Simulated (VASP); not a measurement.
An input for Ansatz (written as the equivalent of a VASP run, and not itself run):

Ansatz 0.2 input:
```yaml
crystal:
  lattice:
    - [1.5190629, -2.6310940, 0.0000000]
    - [1.5190629, 2.6310940, 0.0000000]
    - [0.0000000, 0.0000000, 4.9527756]
  atoms:
    - { symbol: Ga, position: [0.6666670, 0.3333330, 0.5004256] }
    - { symbol: Ga, position: [0.3333330, 0.6666670, 0.0004256] }
    - { symbol: N, position: [0.6666670, 0.3333330, 0.8765744] }
    - { symbol: N, position: [0.3333330, 0.6666670, 0.3765744] }
kpoints:
  mp_grid: { grid: [8, 8, 5] }
hamiltonian:
  xc: lda
  pseudopotentials: { kind: paw }
scf:
  occupations: { method: gaussian, width: 0.05 }
  max_iter: 100
relax:
  max_steps: 40
  f_tol: 0.02
  cell: { p_target: 45 }
output: { forces: true, stress: true, eigenvalues: true }
```

Question: Write the VASP files for the same calculation (LDA).

Answer: Several could match; the one computed here: 
**KPOINTS**
```
kpoints
0
gamma
  8 8 5
0 0 0
```

INCAR:
```
EDIFF = 1E-6
NELM = 100   # most electronic steps
IBRION = 2   # conjugate gradients
SYSTEM = GaN
ISIF = 3   # ions, shape and volume
ENCUT = 620   # plane-wave cut-off (eV)
LREAL = .FALSE.
EDIFFG = -0.02
ALGO = Normal
SIGMA = 0.05   # width (eV)
LMAXMIX = 4   # l cut-off of mixed one-centre charges
LWAVE = .FALSE.
LCHARG = .FALSE.
ISMEAR = 0
PSTRESS = 450   # kbar
LASPH = .TRUE.   # aspherical one-centre terms
NSW = 40   # most ionic steps
PREC = Accurate
```

File POSCAR:
```
GaN
1
    1.5190628605    -2.6310940118     0.0000000000
    1.5190628605     2.6310940118     0.0000000000
    0.0000000000     0.0000000000     4.9527756200
Ga N
2 2
Direct
  0.6666670000   0.3333330000   0.5004255863
  0.3333330000   0.6666670000   0.0004255863
  0.6666670000   0.3333330000   0.8765744137
  0.3333330000   0.6666670000   0.3765744137
```

POTCAR, in this order: Ga_d N (LDA.64 set). Program: vasp_std.

Limits of the translation: each code has its own PAW files, so the cut-off isn't converted (ENCUT is set for VASP's; basis.ecutwfc is left out, and Ansatz then takes the one that its files recommend); Ansatz stops its SCF on the density residual and VASP on the energy change (EDIFF); Ansatz's lda is the Perdew-Wang form, while the LDA potentials of VASP carry Perdew-Zunger's.

The compound is GaN in the wurtzite structure. This run relaxes it under an external pressure of 45 GPa. Symmetry was kept, so distortions that lower it aren't found.
